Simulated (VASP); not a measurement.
Calculation: revPBE GGA, VASP's PBE PAW potentials (set 64) (plane waves; VASP).

VASP ran on this input.

### INCAR
```
! general
SYSTEM = MgH2
PREC   = Accurate
ENCUT  = 520   ! plane-wave cut-off (eV)
LREAL  = F   ! projection in real space or not
LASPH  = T   ! aspherical one-centre terms

! electronic loop
EDIFF  = 1E-6
NELM   = 100
ALGO   = Normal   ! blocked Davidson

! smearing
ISMEAR = 0   ! Gaussian
SIGMA  = 0.05

! functional
GGA    = RE   ! revPBE

! ions
IBRION = 2   ! conjugate gradients
NSW    = 60   ! most ionic steps
ISIF   = 3   ! ions, shape and volume
EDIFFG = -0.02

! output
LWAVE  = F
LCHARG = F
```

File POSCAR:
```
MgH2
1.0
  4.5310539286   0.0000000000   0.0000000000
  0.0000000000   4.5310539286   0.0000000000
  0.0000000000   0.0000000000   3.0263544014
Mg H
2 4
Cartesian
  0.0000000000   4.5310539286   0.0000000000
  2.2655269643   2.2655269643   1.5131772007
  1.3780144747   1.3780144747   3.0263544014
  3.6435414390   0.8875124896   1.5131772007
  0.8875124896   3.6435414390   1.5131772007
  3.1530394539   3.1530394539   0.0000000000
```

KPOINTS:
```
Automatic mesh
0
Gamma
5 5 7
0 0 0
```

POTCAR, in this order: Mg H (PBE.64 set). Program: vasp_std.

**Question.** Estimate the energy per atom (σ→0), volume per atom.

**Answer.** 
```yaml
energy per atom (σ→0): -2.902 eV/atom
volume_per_atom: 10.39 Å³/atom
```

OSZICAR:
```
...
DAV:  12    -0.174112360148E+02   -0.13499E-06   -0.46994E-07   344   0.593E-03
   1 F= -.17411236E+02 E0= -.17411236E+02  d E =-.174112E+02
       N       E                     dE             d eps       ncg     rms          rms(c)
DAV:   1    -0.174117557609E+02   -0.51988E-03   -0.21975E-03   440   0.424E-01    0.253E-02
DAV:   2    -0.174117473590E+02    0.84018E-05   -0.16408E-05   448   0.327E-02    0.146E-02
DAV:   3    -0.174117425796E+02    0.47794E-05   -0.10713E-05   456   0.187E-02    0.157E-03
DAV:   4    -0.174117427045E+02   -0.12486E-06   -0.43814E-07   192   0.453E-03
   2 F= -.17411743E+02 E0= -.17411743E+02  d E =-.506690E-03
```

The compound is MgH2 in the rutile structure. This run relaxes it. Symmetry was kept, so distortions that lower it aren't found. The start is the result of an earlier pass.
